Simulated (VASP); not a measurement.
Here is the system:

```
CELL_PARAMETERS angstrom
      0.00000     1.94500     1.94500
      1.94500     0.00000     1.94500
      1.94500     1.94500     0.00000
ATOMIC_POSITIONS crystal
  Pd 0.00000 0.00000 0.00000
```

Level of theory: LDA (Ceperley-Alder, Perdew-Zunger), VASP's LDA PAW potentials (set 64) (plane waves; VASP). Numerical set-up: 520 eV cut-off, 14×14×14 Γ-centred mesh, first-order Methfessel-Paxton smearing of 0.10 eV, potentials Pd.

Energy and stress use the plane-wave basis of the starting cell.

Q: The ions, cell shape and volume are relaxed. Give the cell that the relaxation ends in.

A: 
```
CELL_PARAMETERS angstrom
      0.00000     1.92046     1.92046
      1.92046     0.00000     1.92046
      1.92046     1.92046     0.00000
ATOMIC_POSITIONS crystal
  Pd 0.00000 0.00000 0.00000
```
Space group Fm-3m (225), at a tolerance of 0.03 Å.

Q: How do energy and volume change from the first to the last step?

A: The energy (σ→0) changes by -13.8 meV/atom and the volume by -3.7 %, in 4 ionic steps.

```json
[
 {"step": "1", "E(σ→0) (eV)": "-6.4685", "max force (eV/Å)": "0.000", "pressure (GPa)": "-7.70", "volume (Å³)": "14.72"},
 {"step": "2", "E(σ→0) (eV)": "-6.4359", "max force (eV/Å)": "0.000", "pressure (GPa)": "17.69", "volume (Å³)": "13.26"},
 {"step": "3", "E(σ→0) (eV)": "-6.4823", "max force (eV/Å)": "0.000", "pressure (GPa)": "-0.15", "volume (Å³)": "14.18"},
 {"step": "4", "E(σ→0) (eV)": "-6.4823", "max force (eV/Å)": "0.000", "pressure (GPa)": "0.03", "volume (Å³)": "14.17"}
]
```

The compound is Pd in the fcc structure. This run relaxes it. Symmetry was kept, so distortions that lower it aren't found.
